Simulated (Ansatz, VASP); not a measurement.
**Lu4Te2W (Lu/WTe2/Lu): VASP beside Ansatz**

Wanted: the spread between two codes on one cell, functional and k mesh. The structure shown is the end of the VASP relaxation below.

Calculated with Ansatz 0.2.0; plane waves, with VASP 6.6.1 beside it; single point at PBE.

In doubt: too few empty bands were carried, so the values of those runs are not to be relied on.

## (1) Set-up

The cell holds 14 atoms: 8 Lu, 4 Te and 2 W. Cell: a = 3.520 Å, b = 3.520 Å, c = 48.830 Å, α = 90.0°, β = 90.0°, γ = 120.0°. It derives from  (Lu/WTe2/Lu). Vacuum lies along c.

## (2) VASP: relaxation, PBE

This run makes the geometry at which the two programs are then compared.

Lines of VASP's logs that name or quote its potential files are left out, and so is its time.

INCAR

```
SYSTEM = Lu4Te2W
PREC = Normal
ENCUT = 300
EDIFF = 1E-05
NELM = 120
ISMEAR = -1
SIGMA = 0.1
LREAL = Auto
ALGO = Fast
GGA = PE
NBANDS = 146
LORBIT = 11
LWAVE = .FALSE.
LCHARG = .FALSE.
KPAR = 4
IBRION = 1
NSW = 60
ISIF = 2
EDIFFG = -0.03
POTIM = 0.3
MAXMIX = 40
IDIPOL = 3
LDIPOL = .TRUE.
DIPOL = 0.5 0.5 0.5
```

POSCAR

```
Lu4Te2W
1.0
    3.5200000000      0.0000000000      0.0000000000
   -1.7600000000      3.0484094213      0.0000000000
    0.0000000000      0.0000000000     48.8300000000
Lu Te W
8 4 2
Direct
    0.3333333300      0.6666666700      0.1571978690
    0.0000000000      0.0000000000      0.2123958555
    0.3333333300      0.6666666700      0.2688255735
    0.0000000000      0.0000000000      0.3243823548
    0.6666666700      0.3333333300      0.6755876826
    0.0000000000      0.0000000000      0.7312619408
    0.6666666700      0.3333333300      0.7877682702
    0.0000000000      0.0000000000      0.8429447796
    0.0000000000      0.0000000000      0.3885139562
    0.0000000000      0.0000000000      0.4633250705
    0.6666666700      0.3333333300      0.5365342645
    0.6666666700      0.3333333300      0.6113852631
    0.6666666700      0.3333333300      0.4261001485
    0.3333333300      0.6666666700      0.5737769712
```

KPOINTS

```
Automatic mesh
0
Gamma
9 9 1
0 0 0
```

The projector-augmented-wave data sets are Lu, Te and W (PBE family, release 64).

Run with:

```sh
> mpirun -np 4 vasp_std
```

Numbers of over 12 decimals in the logs are rounded to 6 here.

Output:

```text
[banner, memory and clock lines left out]
running    4 mpi-ranks, on    1 nodes
 distrk:  each k-point on    1 cores,    4 groups
 distr:  one band on    1 cores,    1 groups

 POSCAR found type information on POSCAR LuTeW
 POSCAR found :  3 types and      14 ions
 LDA part: xc-table for (Slater+PW92), standard interpolation
 POSCAR, INCAR and KPOINTS ok, starting setup
 FFT: planning ... GRIDC
 FFT: planning ... GRID_SOFT
 FFT: planning ... GRID
 WAVECAR not read
 entering main loop
       N       E                     dE             d eps       ncg     rms          rms(c)
DAV:   1     0.352830642672E+04    0.35283E+04   -0.41941E+04  4616   0.351E+03
DAV:   2     0.818533929673E+03   -0.27098E+04   -0.24278E+04  4056   0.101E+03
DAV:   3     0.513885394375E+02   -0.76715E+03   -0.73204E+03  3728   0.277E+02
DAV:   4    -0.612879865972E+02   -0.11268E+03   -0.10602E+03  4286   0.924E+01
DAV:   5    -0.775436343159E+02   -0.16256E+02   -0.15964E+02  4936   0.289E+01    0.314E+01
RMM:   6    -0.162264593418E+03   -0.84721E+02   -0.81907E+01  6044   0.148E+01    0.368E+01
RMM:   7    -0.186748707347E+03   -0.24484E+02   -0.52569E+01  6159   0.131E+01    0.284E+01
RMM:   8    -0.190337934169E+04   -0.17166E+04   -0.91025E+01  6375   0.519E+01    0.155E+02
RMM:   9    -0.119205603069E+04    0.71132E+03   -0.12389E+02  6326   0.310E+01    0.134E+02
RMM:  10    -0.844368019660E+03    0.34769E+03   -0.80828E+01  6385   0.210E+01    0.129E+02
RMM:  11    -0.315390425347E+03    0.52898E+03   -0.25333E+01  6474   0.115E+01    0.111E+02
RMM:  12    -0.416551398009E+03   -0.10116E+03   -0.50447E+01  6296   0.219E+01    0.154E+02
RMM:  13    -0.383884203026E+03    0.32667E+02   -0.33499E+01  6278   0.131E+01    0.153E+02
RMM:  14    -0.407786977201E+03   -0.23903E+02   -0.28959E+01  6285   0.131E+01    0.152E+02
[...]
RMM:  98    -0.736715852269E+02    0.13286E+00   -0.35321E-01  6025   0.997E-01    0.257E+00
RMM:  99    -0.733849119049E+02    0.28667E+00   -0.21559E-01  5983   0.989E-01    0.173E+00
RMM: 100    -0.733479402116E+02    0.36972E-01   -0.16394E-01  5943   0.861E-01    0.157E+00
RMM: 101    -0.734366736522E+02   -0.88733E-01   -0.20265E-01  5919   0.976E-01    0.198E+00
RMM: 102    -0.732569551609E+02    0.17972E+00   -0.10637E-01  5955   0.591E-01    0.103E+00
RMM: 103    -0.732615177891E+02   -0.45626E-02   -0.55140E-02  5940   0.421E-01    0.966E-01
RMM: 104    -0.732498794793E+02    0.11638E-01   -0.26464E-02  5837   0.307E-01    0.841E-01
RMM: 105    -0.732255321516E+02    0.24347E-01   -0.19870E-02  5889   0.248E-01    0.513E-01
WARNING in EDDRMM: call to ZHEGV failed, returncode =   8  4     95
RMM: 106    -0.732247873490E+02    0.74480E-03   -0.18212E-02  5807   0.265E-01    0.485E-01
RMM: 107    -0.732179771129E+02    0.68102E-02   -0.15824E-02  5922   0.251E-01    0.341E-01
RMM: 108    -0.732193988091E+02   -0.14217E-02   -0.77098E-03  5875   0.168E-01    0.372E-01
RMM: 109    -0.732184561603E+02    0.94265E-03   -0.56194E-03  5629   0.129E-01    0.342E-01
RMM: 110    -0.732171244449E+02    0.13317E-02   -0.46897E-03  5335   0.119E-01    0.306E-01
RMM: 111    -0.732140799094E+02    0.30445E-02   -0.46363E-03  5204   0.131E-01    0.227E-01
RMM: 112    -0.732130770333E+02    0.10029E-02   -0.37419E-03  4930   0.113E-01    0.200E-01
RMM: 113    -0.732116233265E+02    0.14537E-02   -0.37909E-03  4800   0.117E-01    0.150E-01
RMM: 114    -0.732112835192E+02    0.33981E-03   -0.26687E-03  4685   0.921E-02    0.120E-01
RMM: 115    -0.732110311171E+02    0.25240E-03   -0.22112E-03  4341   0.837E-02    0.975E-02
WARNING in EDDRMM: call to ZHEGV failed, returncode =   8  4     99
RMM: 116    -0.732107735853E+02    0.25753E-03   -0.20021E-03  4174   0.812E-02    0.690E-02
RMM: 117    -0.732106137372E+02    0.15985E-03   -0.18125E-03  4142   0.802E-02    0.417E-02
RMM: 118    -0.732106738442E+02   -0.60107E-04   -0.12487E-03  3986   0.604E-02    0.277E-02
RMM: 119    -0.732107203058E+02   -0.46462E-04   -0.11049E-03  3954   0.609E-02    0.159E-02
RMM: 120    -0.732107948087E+02   -0.74503E-04   -0.88915E-04  3808   0.523E-02
|                                                                             |
|           W    W    AA    RRRRR   N    N  II  N    N   GGGG   !!!           |
|           W    W   A  A   R    R  NN   N  II  NN   N  G    G  !!!           |
|           W    W  A    A  R    R  N N  N  II  N N  N  G       !!!           |
|           W WW W  AAAAAA  RRRRR   N  N N  II  N  N N  G  GGG   !            |
|           WW  WW  A    A  R   R   N   NN  II  N   NN  G    G                |
|           W    W  A    A  R    R  N    N  II  N    N   GGGG   !!!           |
|                                                                             |
|     The electronic self-consistency was not achieved in the given           |
|     number of steps (NELM). The forces and other quantities evaluated       |
|     might not be reliable so examine the results carefully. If you find     |
|     spurious results, we suggest increasing NELM, if you were close to      |
|     convergence or switching to a different ALGO or adjusting the           |
|     density mixing parameters otherwise.                                    |
|                                                                             |

   1 F= -.73210795E+02 E0= -.72918985E+02  d E =-.732108E+02
 BRION: g(F)=  0.188E-03 g(S)=  0.000E+00
 bond charge predicted
       N       E                     dE             d eps       ncg     rms          rms(c)
DAV:   1    -0.732114036899E+02   -0.68338E-03   -0.15285E-02  4144   0.252E-01    0.549E-02
RMM:   2    -0.732117948967E+02   -0.39121E-03   -0.16555E-03  4598   0.133E-01    0.626E-02
WARNING in EDDRMM: call to ZHEGV failed, returncode =   6  3     71
RMM:   3    -0.732116711800E+02    0.12372E-03   -0.33835E-04  4475   0.476E-02    0.457E-02
RMM:   4    -0.732117531709E+02   -0.81991E-04   -0.18904E-04  3814   0.351E-02    0.495E-02
RMM:   5    -0.732116328880E+02    0.12028E-03   -0.15367E-04  3366   0.318E-02    0.351E-02
RMM:   6    -0.732116455098E+02   -0.12622E-04   -0.52030E-05  2901   0.156E-02    0.338E-02
RMM:   7    -0.732115711322E+02    0.74378E-04   -0.23163E-04  3050   0.343E-02    0.177E-02
RMM:   8    -0.732115730337E+02   -0.19015E-05   -0.43249E-05  2863   0.134E-02
   2 F= -.73211573E+02 E0= -.72919824E+02  d E =-.778225E-03
 BRION: g(F)=  0.894E-04 g(S)=  0.000E+00 retain N=  1 mean eig= 1.57
 eig:   1.570
 reached required accuracy - stopping structural energy minimisation
```

OUTCAR, selected parts (step 2):

```text
ion  position               nearest neighbor table
   1  0.333  0.667  0.157-   2 3.38   2 3.38   2 3.38
   2  0.000  0.000  0.212-   1 3.38   1 3.38   1 3.38   3 3.42   3 3.42   3 3.42
   3  0.333  0.667  0.269-   4 3.39   4 3.39   4 3.39   2 3.42   2 3.42   2 3.42
   4  0.000  0.000  0.324-   9 3.13   3 3.39   3 3.39   3 3.39
   5  0.667  0.333  0.676-  12 3.14   6 3.39   6 3.39   6 3.39
   6  0.000  0.000  0.731-   5 3.39   5 3.39   5 3.39   7 3.43   7 3.43   7 3.43
   7  0.667  0.333  0.788-   8 3.37   8 3.37   8 3.37   6 3.43   6 3.43   6 3.43
   8  0.000  0.000  0.843-   7 3.37   7 3.37   7 3.37
   9  0.000  0.000  0.389-  13 2.74  13 2.74  13 2.74   4 3.13  10 3.65
  10  0.000  0.000  0.463-  13 2.73  13 2.73  13 2.73   9 3.65
  11  0.667  0.333  0.537-  14 2.73  14 2.73  14 2.73  12 3.65
  12  0.667  0.333  0.611-  14 2.74  14 2.74  14 2.74   5 3.14  11 3.65
  13  0.667  0.333  0.426-  10 2.73  10 2.73  10 2.73   9 2.74   9 2.74   9 2.74
  14  0.333  0.667  0.574-  11 2.73  11 2.73  11 2.73  12 2.74  12 2.74  12 2.74

  LATTYP: Found a hexagonal cell.
 ALAT       =     3.5200000000
 C/A-ratio  =    13.8721590909

 Subroutine GETGRP returns: Found  6 space group operations
 (whereof  6 operations were pure point group operations)

The static configuration has the point symmetry C_3v.

 Found     12 irreducible k-points:

   k-points           NKPTS =     12   k-points in BZ     NKDIM =     12   number of bands    NBANDS=    146

   dimension x,y,z NGX =    16 NGY =   16 NGZ =  210
   dimension x,y,z NGXF=    32 NGYF=   32 NGZF=  420

   ENCUT  =  300.0 eV  22.05 Ry    4.70 a.u.   4.97  4.97 68.96*2*pi/ulx,y,z

   NELECT =     236.0000    total number of electrons

 k-points in reciprocal lattice and weights: Automatic mesh
   0.00000000  0.00000000  0.00000000       0.012
   0.11111111  0.00000000  0.00000000       0.074
   0.22222222  0.00000000  0.00000000       0.074
   0.33333333  0.00000000  0.00000000       0.074
   0.44444444  0.00000000  0.00000000       0.074
   0.11111111  0.11111111  0.00000000       0.074
   0.22222222  0.11111111  0.00000000       0.148
   0.33333333  0.11111111  0.00000000       0.148
   0.44444444  0.11111111  0.00000000       0.074
   0.22222222  0.22222222  0.00000000       0.074
   0.33333333  0.22222222  0.00000000       0.148
   0.33333333  0.33333333  0.00000000       0.025

 dipolmoment           0.000000      0.000000      0.000017 electrons x Angstroem

 average (electrostatic) potential at core
       1 -35.8188       2 -35.1769       3 -35.2262       4 -35.6245       5 -35.6281
       6 -35.2326       7 -35.1764       8 -35.8151       9 -92.8089      10 -92.5930
      11 -92.5866      12 -92.8045      13 -43.9163      14 -43.9151

 E-fermi :   2.4698

 k-point     1 :       0.0000    0.0000    0.0000
  band No.  band energies     occupation
    ...
    110       0.7946      2.00000
    111       0.7946      2.00000
    112       0.8068      2.00000
    113       0.8068      2.00000
    114       1.5005      1.99988
    115       2.5819      0.49178
    116       2.5827      0.48854
    117       3.2365      0.00094
    118       3.2401      0.00090
    119       4.5306      0.00000
    ...

 k-point     2 :       0.1111    0.0000    0.0000
  band No.  band energies     occupation
    ...
    110       0.5537      2.00000
    111       0.6210      2.00000
    112       0.6595      2.00000
    113       0.8013      2.00000
    114       1.4560      1.99992
    115       2.6087      0.39900
    116       2.6096      0.39620
    117       3.0277      0.00752
    118       3.0348      0.00701
    119       3.7091      0.00001
    ...

 k-point     3 :       0.2222    0.0000    0.0000
  band No.  band energies     occupation
    ...
    113       0.8938      2.00000
    114       0.9786      2.00000
    115       2.4776      0.96110
    116       2.4798      0.95011
    117       2.5681      0.54461
    118       2.6066      0.40581
    119       2.8520      0.04281
    120       2.9173      0.02253
    121       3.2821      0.00059
    122       3.3470      0.00031
    ...

  Total       -1.0660485     -1.0660485      0.3044551     -0.0000000     -0.0000000      0.0000000
  in kB       -3.2597543     -3.2597543      0.9309602     -0.0000000     -0.0000000      0.0000000
  external PRESSURE =      -1.8628495 kB  Pullay stress =       0.0000000 kB

  energy-cutoff  :      300.00
  volume of cell :      523.97
      direct lattice vectors                 reciprocal lattice vectors
     3.520000000  0.000000000  0.000000000     0.284090909  0.164019963  0.000000000
    -1.760000000  3.048409421  0.000000000     0.000000000  0.328039926  0.000000000
     0.000000000  0.000000000 48.830000000     0.000000000  0.000000000  0.020479214

 POSITION                                       TOTAL-FORCE (eV/Angst)
 -----------------------------------------------------------------------------------
     -0.00000      2.03227      7.67574         0.000000     -0.000000     -0.002202
      0.00000     -0.00000     10.37141        -0.000000      0.000000     -0.005347
     -0.00000      2.03227     13.12627        -0.000000      0.000000     -0.011621
      0.00000     -0.00000     15.83948        -0.000000      0.000000     -0.007007
      1.76000      1.01614     32.98961        -0.000000     -0.000000      0.020403
      0.00000      0.00000     35.70808        -0.000000      0.000000      0.012702
      1.76000      1.01614     38.46671        -0.000000      0.000000      0.000275
      0.00000     -0.00000     41.16115        -0.000000      0.000000      0.005520
      0.00000     -0.00000     18.97008        -0.000000      0.000000     -0.029633
      0.00000     -0.00000     22.62455        -0.000000      0.000000     -0.007196
      1.76000      1.01614     26.19850         0.000000      0.000000      0.001652
      1.76000      1.01614     29.85486        -0.000000     -0.000000      0.025330
      1.76000      1.01614     20.80526         0.000000      0.000000     -0.019948
     -0.00000      2.03227     28.01829        -0.000000      0.000000      0.017070
 -----------------------------------------------------------------------------------
    total drift:                               -0.000006      0.000017     -0.008633

  FREE ENERGIE OF THE ION-ELECTRON SYSTEM (eV)
  ---------------------------------------------------
  free  energy   TOTEN  =       -73.2115730337 eV

  energy  without entropy=      -72.6280750804  energy(sigma->0) =      -72.91982406

 reached required accuracy - stopping structural energy minimisation

 vacuum level on the upper side and lower side of the slab         5.714         5.747

 total charge
# of ion       s       p       d       f       tot
--------------------------------------------------
    1        2.376   6.018   0.735  13.956  23.084
    2        2.346   6.050   0.774  13.951  23.121
    3        2.348   6.049   0.769  13.951  23.118
    4        2.351   6.032   0.757  13.957  23.097
    5        2.351   6.032   0.755  13.957  23.095
    6        2.348   6.049   0.768  13.951  23.116
    7        2.346   6.050   0.773  13.951  23.121
    8        2.376   6.018   0.734  13.956  23.083
    9        1.370   2.000   0.080   0.000   3.450
   10        1.383   1.986   0.069   0.000   3.439
   11        1.383   1.987   0.069   0.000   3.439
   12        1.370   2.000   0.079   0.000   3.449
   13        0.502   0.506   4.220   0.000   5.228
   14        0.502   0.505   4.219   0.000   5.226
--------------------------------------------------
tot         25.353  57.282  14.801 111.631 209.066

[... 3 further parts left out ...]
```

CONTCAR:

```
Lu4Te2W
   1.00000000000000
     3.5200000000000000    0.0000000000000000    0.0000000000000000
    -1.7600000000000000    3.0484094213000001    0.0000000000000000
     0.0000000000000000    0.0000000000000000   48.8299999999999983
  Lu              Te              W
     8     4     2
Direct
     0.3333333300000021    0.6666666699999979    0.1571931603747071
    -0.0000000000000000   -0.0000000000000000    0.2123983809258548
     0.3333333300000021    0.6666666699999979    0.2688156908877123
     0.0000000000000000   -0.0000000000000000    0.3243800251127365
     0.6666666699999979    0.3333333300000021    0.6756012174442840
     0.0000000000000000    0.0000000000000000    0.7312733417518601
     0.6666666699999979    0.3333333300000021    0.7877680279028025
     0.0000000000000000   -0.0000000000000000    0.8429479578250397
     0.0000000000000000   -0.0000000000000000    0.3884923109965289
     0.0000000000000000   -0.0000000000000000    0.4633330775347873
     0.6666666699999979    0.3333333300000021    0.5365247301484838
     0.6666666699999979    0.3333333300000021    0.6114041512650064
     0.6666666699999979    0.3333333300000021    0.4260754423683865
     0.3333333300000021    0.6666666699999979    0.5737924854618099
```

This run has no spin polarisation, although W can carry a moment. LASPH is off, so gradient terms of the non-spherical density inside the spheres are left out; for open d or f shells this can shift gaps and moments. The data set W keeps the semicore shell frozen, which is cheaper and a little less accurate. The run keeps the 6 symmetry operations of its start, so it cannot find a distortion of lower symmetry.

(Part 1 of 2 ends here.)

[Lines on the potential files, build, host, timing and source positions are cut from VASP's logs without a mark.]

[Logs are printed without paths, hosts, clocks, repeated set-up lines and the standing remarks that a program may print on its own settings, such as how far it seeks lower states.]

[Hosts, paths, dates, database ids (printed as entryN), source tags and the programs' standing remarks are cut or masked in the printed files.]
